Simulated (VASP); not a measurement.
Runs of VASP 6.6.1 on GaN. The structure is cubic, space group F-43m (No. 216). Conventional cell: a = 4.507 Å, b = 4.507 Å, c = 4.507 Å, α = 90.00°, β = 90.00°, γ = 90.00°. Ga (site symmetry -43m) has 4 N at 1.95 Å as nearest neighbours. N (site symmetry -43m) is surrounded by 4 Ga at 1.95 Å. The cell is a database's computed one.

```tsv
k mesh	cutoff (eV)	mesh quality	gap on the mesh (eV)	pressure (GPa)
8 × 8 × 8	520	not flagged	1.72	5.1
18 × 18 × 18	520	not flagged	1.72	5.1
8 × 8 × 8	450	not flagged	1.73	-
8 × 8 × 8	600	not flagged	1.72	4.9
10 × 10 × 10	520	not flagged	1.72	5.1
4 × 4 × 4	520	coarse	1.70	(a)
14 × 14 × 14	520	not flagged	1.72	5.1
```

Alike in all rows: task single point; level PBE; potentials or basis VASP PAW PBE potentials, release 64 (Ga_d, N); no spin polarisation; cell as given; smearing gaussian 0.02 eV.

**Question.** Fill in the values left out.

**Answer.** (a) 5.0.

Caveats: some runs use coarse meshes; the cutoff is under 1.25 times the usual one of these potentials, so pressure, stress and relaxed cells hold a basis-set (Pulay) error (some runs).

A k mesh can miss the band edges, and the runs leave out spin-orbit coupling on Ga.
